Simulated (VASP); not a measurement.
The system is SiNi.

```
Si Ni
1.0
     5.17310    0.00000    0.00000
     0.00000    3.33810    0.00000
     0.00000    0.00000    5.60490
Si Ni
4 4
Cartesian
  1.6620 2.5036 0.4624
  0.9245 0.8345 3.2649
  4.2486 2.5036 2.3400
  3.5111 0.8345 5.1425
  0.0403 0.8345 1.0510
  2.5463 2.5036 3.8535
  2.6268 0.8345 1.7514
  5.1328 2.5036 4.5539
```

- Program: VASP 6.6.1
- Task: relaxation of cell and atoms
- Functional: LDA
- Potentials or basis: VASP PAW LDA potentials, release 64 (Si, Ni)
- Cutoff: 600 eV
- k mesh: 8 × 12 × 8
- Occupations: methfessel-paxton, width 0.1 eV
- Spin: no spin polarisation

At the start: pressure -8.7 GPa; volume 12.10 Å³/atom.

Problem. How do energy, volume and symmetry change on relaxing?

Solution. Over 16 steps the energy falls by 17.5 meV/atom and the volume is 11.53 Å³/atom (-4.7 %); space group Pnma (No. 62, to 0.05 Å).

The path:
| step | energy change (eV) | largest force (eV/Å) | pressure (GPa) | volume (Å³) |
| --- | --- | --- | --- | --- |
| 1 | 0.0000 | 0.1595 | -8.70 | 96.79 |
| 2 | 0.0255 | 0.2193 | 11.61 | 87.87 |
| 3 | -0.1287 | 0.1056 | 0.03 | 92.37 |
| 4 | -0.1287 | 0.1054 | 0.04 | 92.28 |
| 5 | -0.1281 | 0.1055 | 0.76 | 92.03 |
| 6 | -0.1286 | 0.1054 | 0.36 | 92.19 |
| 7 | -0.1321 | 0.0752 | 0.35 | 92.17 |
| 8 | -0.1358 | 0.0957 | 0.43 | 92.11 |
| 9 | -0.1383 | 0.0626 | -0.26 | 92.42 |
| 10 | -0.1385 | 0.0508 | -0.54 | 92.53 |
| 11 | -0.1398 | 0.0414 | 0.13 | 92.25 |
| 12 | -0.1398 | 0.0417 | 0.09 | 92.24 |
| 13 | -0.1401 | 0.0259 | -0.01 | 92.27 |
| 14 | -0.1402 | 0.0119 | -0.10 | 92.30 |
| 15 | -0.1402 | 0.0095 | -0.10 | 92.31 |
| 16 | -0.1403 | 0.0071 | 0.09 | 92.21 |

Final structure:
```
CELL_PARAMETERS angstrom
5.04440 0.00000 0.00000
0.00000 3.33779 0.00000
0.00000 0.00000 5.47671
ATOMIC_POSITIONS crystal
Si 0.32001 0.75000 0.08735
Si 0.17999 0.25000 0.58735
Si 0.82001 0.75000 0.41265
Si 0.67999 0.25000 0.91265
Ni 0.00928 0.25000 0.18782
Ni 0.49072 0.75000 0.68782
Ni 0.50928 0.25000 0.31218
Ni 0.99072 0.75000 0.81218
```
